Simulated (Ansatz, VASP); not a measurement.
# Cross-check of HfSi between VASP and Ansatz, part 2 of 2

Wanted: the spread between two codes on one cell, functional and k mesh. The cell is generated by rule, not measured, and may not be a known phase. The cell is taken from a series of runs on this material, whose earlier steps may have relaxed, scaled, displaced or heated it; both programs get it as it stands.

VASP 6.6.1 and Ansatz 0.2.0.

So far. Step 3 (Ansatz: single point, LDA, pair 1): The run ends at a pressure of -0.30 GPa, with forces up to 0.64 eV/Å.

## 5. VASP: single point, LDA, pair 2

Level of this step: LDA; plane waves and PAW (Hf_pv, Si); invented cell (VASP).

With cell and atoms fixed, the geometry can't cause a difference; cores, projectors, grids and the points listed under the comparison can.

The input, INCAR:

```
SYSTEM = HfSi
PREC = Accurate
ENCUT = 500
EDIFF = 1E-06
NELM = 120
ISMEAR = 1
SIGMA = 0.15
LREAL = .FALSE.
ALGO = Normal
GGA = PW92
NBANDS = 36
LASPH = .TRUE.
LORBIT = 11
LWAVE = .FALSE.
LCHARG = .FALSE.
ISIF = 2
GGA_COMPAT = .FALSE.
KPAR = 2
```

The input, POSCAR:

```
HfSi
1.0
    3.2236273898      0.0000000000      0.0000000000
    0.0000000000      3.2236273898     -3.2236273898
    0.0000000000      6.4472547797      6.4472547797
Hf Si
4 4
Direct
    0.0000000000      0.5000000000      0.2500000000
    0.0000000000      0.0356926352      0.5000000000
    0.0000000000      0.5000000000      0.7500000000
    0.0000000000      0.9643073648      0.0000000000
    0.5000000000      1.0000000000      0.2500000000
    0.5000000000      0.5482572807      0.5000000000
    0.5000000000      1.0000000000      0.7500000000
    0.5000000000      0.4517427193      0.0000000000
```

The input, KPOINTS:

```
Automatic mesh
0
Gamma
10 8 4
0 0 0
```

The projector-augmented-wave data sets are Hf_pv and Si (LDA family, release 64).

Launch:

```bash
mpirun -np 2 vasp_std
```

Numbers of over 12 decimals in the logs are rounded to 6 here.

The log of the run:

```text
[banner, memory and clock lines left out]
running    2 mpi-ranks, on    1 nodes
[...]
[... a notice as in an earlier step ...]

 LDA part: xc-table for (Slater(with rela. corr.)+PW92), standard interpolation
 POSCAR, INCAR and KPOINTS ok, starting setup
[...]
entering main loop
       N       E                     dE             d eps       ncg     rms          rms(c)
DAV:   1     0.205644424536E+03    0.20564E+03   -0.28168E+04  6496   0.141E+03
DAV:   2    -0.582245604133E+02   -0.26387E+03   -0.25760E+03  7696   0.326E+02
DAV:   3    -0.717307176484E+02   -0.13506E+02   -0.13074E+02  8272   0.485E+01
DAV:   4    -0.720677132881E+02   -0.33700E+00   -0.33275E+00  7808   0.766E+00
[...]
DAV:  11    -0.694122765352E+02    0.46001E-05   -0.21564E-04  7660   0.579E-02    0.892E-02
DAV:  12    -0.694122749583E+02    0.15769E-05   -0.66512E-06  7224   0.133E-02    0.226E-02
DAV:  13    -0.694122743532E+02    0.60511E-06   -0.22434E-06  4980   0.754E-03
   1 F= -.69412274E+02 E0= -.69411751E+02  d E =-.156919E-02
```

From OUTCAR (step 5):

```text
  Total        1.0583493     -1.0386890     -1.0386890      0.0000000      0.0140883      0.0000000
  in kB       12.6545036    -12.4194282    -12.4194282      0.0000000      0.1684516      0.0000000
  external PRESSURE =      -4.0614510 kB  Pullay stress =       0.0000000 kB

 POSITION                                       TOTAL-FORCE (eV/Angst)
 -----------------------------------------------------------------------------------
      0.00000      3.22363      0.00000        -0.000000     -0.000000     -0.000000
      0.00000      3.33869      3.10857         0.000000      0.630413     -0.630413
      0.00000      6.44725      3.22363        -0.000000     -0.000000     -0.000000
      0.00000      3.10857     -3.10857         0.000000     -0.630413      0.630413
      1.61181      1.61181      1.61181         0.000000     -0.000000     -0.000000
      1.61181      4.99100      1.45625         0.000000      0.072925     -0.072925
      1.61181      4.83544      4.83544         0.000000     -0.000000     -0.000000
      1.61181      1.45625     -1.45625         0.000000     -0.072925      0.072925
 -----------------------------------------------------------------------------------
    total drift:                               -0.000000      0.000000      0.000000

  FREE ENERGIE OF THE ION-ELECTRON SYSTEM (eV)
  ---------------------------------------------------
  free  energy   TOTEN  =       -69.4122743532 eV

  energy  without entropy=      -69.4107051681  energy(sigma->0) =      -69.41175129

[... 2 parts as in an earlier step ...]

[... 1 further part left out ...]
[key lines of the parts left out:]
E-fermi :   7.5738
```

The run ends at a pressure of -0.41 GPa, with forces up to 0.89 eV/Å.

## 6. Ansatz: single point, LDA, pair 2

The same cell, functional (in two slightly different forms), mesh and smearing now go to Ansatz, which takes its cutoff from its data sets.

The cell is taken from a series of runs on this material, whose earlier steps may have relaxed, scaled, displaced or heated it; both programs get it as it stands.

The input, input.yaml:

```yaml
crystal:
  lattice:
    - [3.2236273898, 0.0, 0.0]
    - [0.0, 3.2236273898, -3.2236273898]
    - [0.0, 6.4472547797, 6.4472547797]
  atoms:
    - { symbol: Hf, position: [0.0, 0.5, 0.25] }
    - { symbol: Hf, position: [0.0, 0.0356926352, 0.5] }
    - { symbol: Hf, position: [0.0, 0.5, 0.75] }
    - { symbol: Hf, position: [0.0, -0.0356926352, 0.0] }
    - { symbol: Si, position: [0.5, 0.0, 0.25] }
    - { symbol: Si, position: [0.5, 0.5482572807, 0.5] }
    - { symbol: Si, position: [0.5, 0.0, 0.75] }
    - { symbol: Si, position: [0.5, 0.4517427193, 0.0] }
kpoints:
  mp_grid: { grid: [10, 8, 4] }
hamiltonian:
  xc: lda
scf:
  occupations: { method: methfessel_paxton, width: 0.15 }
output:
  forces: true
  stress: true
  eigenvalues: true
```

Launch:

```bash
ansatz run input.yaml --threads 4 --pin off --max-ram 7168MiB --backend cpu --events-out ev --progress --plain --runs-dir out
```

The log of the run:

```text
[...]
Crystal: 8 atoms, lattice volume = 133.997 Å³
Basis set: ecut = 420 eV, 2667 PW (Γ)
Bands: 72, of which v1, the nominal top of the filled ones, is band 60 counted from 1 (59 counted from 0)
Symmetry: 8 space group operations
[...]
k-points: 90 of 320
[...]
k-point 0: bands = [... 56 lower, 15.6009, 17.6377, 17.6568, 18.1388, 18.1562, 18.9582, 18.9632, 19.5445, ... 8 higher]
  k-point 1: bands = [... 56 lower, 16.1955, 17.5563, 17.5671, 18.1869, 18.3247, 18.7636, 18.8975, 19.0486, ... 8 higher]
  k-point 2: bands = [... 56 lower, 17.0415, 17.0415, 17.9298, 17.9298, 18.4225, 18.4225, 18.6993, 18.6993, ... 8 higher]
  k-point 89: bands = [... 56 lower, 16.6745, 16.6745, 16.7236, 16.7236, 18.3795, 18.3795, 18.8177, 18.8177, ... 8 higher]
[key lines of the parts left out:]
SCF converged after 8 iterations
Free energy (F): -64344.810098 eV
Fermi energy:    17.607701 eV
P = ⅓ Tr σ = -0.5918 GPa (-5.918 kbar)
```

The run ends at a pressure of -0.59 GPa, with forces up to 0.88 eV/Å.

## 7. Comparison

What differs besides the data sets and the points named for the pairs above, as far as they apply: the data sets hold 120 valence electrons in Ansatz (on its default PAW (the set named soft_2) files) and 56 in VASP. Total energies have different zeros and are not compared.

Compared:

```tsv
quantity	Ansatz	VASP	difference
pressure (GPa)	-0.59	-0.41	-0.19
```

Forces (eV/Å; atoms numbered as in POSCAR):

```tsv
atom	Ansatz x, y, z	VASP x, y, z
Hf1	0.000, 0.000, 0.000	0.000, 0.000, 0.000
Hf2	0.000, 0.621, -0.621	0.000, 0.630, -0.630
Hf3	0.000, 0.000, 0.000	0.000, 0.000, 0.000
Hf4	0.000, -0.621, 0.621	0.000, -0.630, 0.630
Si5	0.000, 0.000, 0.000	0.000, 0.000, 0.000
Si6	0.000, 0.076, -0.076	0.000, 0.073, -0.073
Si7	0.000, 0.000, 0.000	0.000, 0.000, 0.000
Si8	0.000, -0.076, 0.076	0.000, -0.073, 0.073
```

The forces differ by 4.0 meV/Å r.m.s., which is 1.5 % of the r.m.s. force of 0.259 eV/Å (both taken over all components).

## 8. Ansatz: single point, LDA, pair 3

With cell and atoms fixed, the geometry can't cause a difference; cores, projectors, grids and the points listed under the comparison can.

The cell is taken from a series of runs on this material, whose earlier steps may have relaxed, scaled, displaced or heated it; both programs get it as it stands.

input.yaml, the sections that differ from step 6:

```yaml
crystal:
  lattice:
    - [3.2236273898, 0.0, 0.0]
    - [0.0, 3.2236273898, -3.2236273898]
    - [0.0, 6.4472547797, 6.4472547797]
  atoms:
    - { symbol: Hf, position: [0.0, 0.5, 0.25] }
    - { symbol: Hf, position: [0.0, 0.0519165603, 0.5] }
    - { symbol: Hf, position: [0.0, 0.5, 0.75] }
    - { symbol: Hf, position: [0.0, -0.0519165603, 0.0] }
    - { symbol: Si, position: [0.5, 0.0, 0.25] }
    - { symbol: Si, position: [0.5, 0.5701924083, 0.5] }
    - { symbol: Si, position: [0.5, 0.0, 0.75] }
    - { symbol: Si, position: [0.5, 0.4298075917, 0.0] }
# kpoints, hamiltonian, scf, output: as in step 6
```

The log of the run:

```text
[...]
Crystal: 8 atoms, lattice volume = 133.997 Å³
Basis set: ecut = 420 eV, 2667 PW (Γ)
Bands: 72, of which v1, the nominal top of the filled ones, is band 60 counted from 1 (59 counted from 0)
Symmetry: 8 space group operations
[...]
k-points: 90 of 320
[...]
k-point 0: bands = [... 56 lower, 15.6258, 17.6249, 17.6630, 18.1528, 18.1855, 18.9532, 18.9692, 19.3859, ... 8 higher]
  k-point 1: bands = [... 56 lower, 16.2629, 17.5428, 17.5738, 18.2093, 18.3305, 18.7627, 18.8017, 19.0677, ... 8 higher]
  k-point 2: bands = [... 56 lower, 17.0704, 17.0704, 17.8916, 17.8916, 18.4360, 18.4360, 18.6689, 18.6689, ... 8 higher]
  k-point 89: bands = [... 56 lower, 16.6884, 16.6884, 16.7857, 16.7857, 18.2600, 18.2600, 18.6588, 18.6588, ... 8 higher]
[key lines of the parts left out:]
SCF converged after 8 iterations
Free energy (F): -64344.967856 eV
Fermi energy:    17.627792 eV
P = ⅓ Tr σ = -0.9215 GPa (-9.215 kbar)
```

The run ends at a pressure of -0.92 GPa, with forces up to 1.0 eV/Å.

## 9. VASP: single point, LDA, pair 3

The same cell, functional (in two slightly different forms), mesh and smearing now go to VASP, with its own data sets.

INCAR is that of step 5.

The input, POSCAR:

```
HfSi
1.0
    3.2236273898      0.0000000000      0.0000000000
    0.0000000000      3.2236273898     -3.2236273898
    0.0000000000      6.4472547797      6.4472547797
Hf Si
4 4
Direct
    0.0000000000      0.5000000000      0.2500000000
    0.0000000000      0.0519165603      0.5000000000
    0.0000000000      0.5000000000      0.7500000000
    0.0000000000      0.9480834397      0.0000000000
    0.5000000000      1.0000000000      0.2500000000
    0.5000000000      0.5701924083      0.5000000000
    0.5000000000      1.0000000000      0.7500000000
    0.5000000000      0.4298075917      0.0000000000
```

KPOINTS is that of step 5.

Launch:

```bash
mpirun -np 2 vasp_std
```

The log of the run:

```text
[... set-up lines as in an earlier step ...]
 entering main loop
       N       E                     dE             d eps       ncg     rms          rms(c)
DAV:   1     0.204937155742E+03    0.20494E+03   -0.28098E+04  6480   0.141E+03
DAV:   2    -0.582035135104E+02   -0.26314E+03   -0.25698E+03  7656   0.326E+02
DAV:   3    -0.718050319607E+02   -0.13602E+02   -0.13142E+02  8268   0.485E+01
DAV:   4    -0.721549933557E+02   -0.34996E+00   -0.34531E+00  7840   0.771E+00
[...]
DAV:  11    -0.695708647548E+02    0.63777E-05   -0.26167E-04  7700   0.680E-02    0.833E-02
DAV:  12    -0.695708636557E+02    0.10990E-05   -0.94276E-06  7484   0.136E-02    0.386E-02
DAV:  13    -0.695708627274E+02    0.92830E-06   -0.33284E-06  5716   0.830E-03
   1 F= -.69570863E+02 E0= -.69570971E+02  d E =0.324280E-03
```

Parts of OUTCAR (step 9):

```text
  Total        0.9092381     -1.3814718     -1.3814718      0.0000000     -0.0301637      0.0000000
  in kB       10.8716063    -16.5180246    -16.5180246      0.0000000     -0.3606622      0.0000000
  external PRESSURE =      -7.3881476 kB  Pullay stress =       0.0000000 kB

 POSITION                                       TOTAL-FORCE (eV/Angst)
 -----------------------------------------------------------------------------------
      0.00000      3.22363      0.00000        -0.000000      0.000000      0.000000
      0.00000      3.39099      3.05627         0.000000      0.732595     -0.732595
      0.00000      6.44725      3.22363        -0.000000      0.000000      0.000000
      0.00000      3.05627     -3.05627         0.000000     -0.732595      0.732595
      1.61181      1.61181      1.61181         0.000000      0.000000      0.000000
      1.61181      5.06172      1.38554         0.000000      0.016989     -0.016989
      1.61181      4.83544      4.83544         0.000000      0.000000     -0.000000
      1.61181      1.38554     -1.38554         0.000000     -0.016989      0.016989
 -----------------------------------------------------------------------------------
    total drift:                               -0.000000      0.000000      0.000000

  FREE ENERGIE OF THE ION-ELECTRON SYSTEM (eV)
  ---------------------------------------------------
  free  energy   TOTEN  =       -69.5708627274 eV

  energy  without entropy=      -69.5711870077  energy(sigma->0) =      -69.57097082

[... 2 parts as in an earlier step ...]

[... 1 further part left out ...]
[key lines of the parts left out:]
E-fermi :   7.5939
```

The run ends at a pressure of -0.74 GPa, with forces up to 1.0 eV/Å.

## 10. Differences

What differs besides the data sets and the points named for the pairs above, as far as they apply: the data sets hold 120 valence electrons in Ansatz (on its default PAW (the set named soft_2) files) and 56 in VASP. Total energies have different zeros and are not compared.

Compared:

```tsv
quantity	Ansatz	VASP	difference
pressure (GPa)	-0.92	-0.74	-0.18
```

Forces (eV/Å; atoms numbered as in POSCAR):

```tsv
atom	Ansatz x, y, z	VASP x, y, z
Hf1	0.000, 0.000, 0.000	0.000, 0.000, 0.000
Hf2	0.000, 0.721, -0.721	0.000, 0.733, -0.733
Hf3	0.000, 0.000, 0.000	0.000, 0.000, 0.000
Hf4	0.000, -0.721, 0.721	0.000, -0.733, 0.733
Si5	0.000, 0.000, 0.000	0.000, 0.000, 0.000
Si6	0.000, 0.023, -0.023	0.000, 0.017, -0.017
Si7	0.000, 0.000, 0.000	0.000, 0.000, 0.000
Si8	0.000, -0.023, 0.023	0.000, -0.017, 0.017
```

The forces differ by 5.5 meV/Å r.m.s., which is 1.8 % of the r.m.s. force of 0.299 eV/Å (both taken over all components).

## 11. What came out

- r.m.s. force difference (single point, LDA, pair 1): 2.7 meV/Å
- r.m.s. force difference (single point, LDA, pair 2): 1.5 % of the r.m.s. force
- r.m.s. force difference (single point, LDA, pair 3): 1.8 % of the r.m.s. force

**Reading.** The r.m.s. force difference is 1.8 % of the r.m.s. force (single point, LDA, pair 3), within the 3 % picked in this series as the mark of a large difference. The data sets hold unlike numbers of valence electrons (120 in Ansatz and 56 in VASP), so part of the differences may come from the potentials. 2 further pairs of this series are not shown here. How closely two codes agree says nothing of how well the functional describes the real material.

[Lines on the potential files, build, host, timing and source positions are cut from VASP's logs without a mark.]

[Logs are printed without paths, hosts, clocks, repeated set-up lines and the standing remarks that a program may print on its own settings, such as how far it seeks lower states.]

[Hosts, paths, dates, database ids (printed as entryN), source tags and the programs' standing remarks are cut or masked in the printed files.]
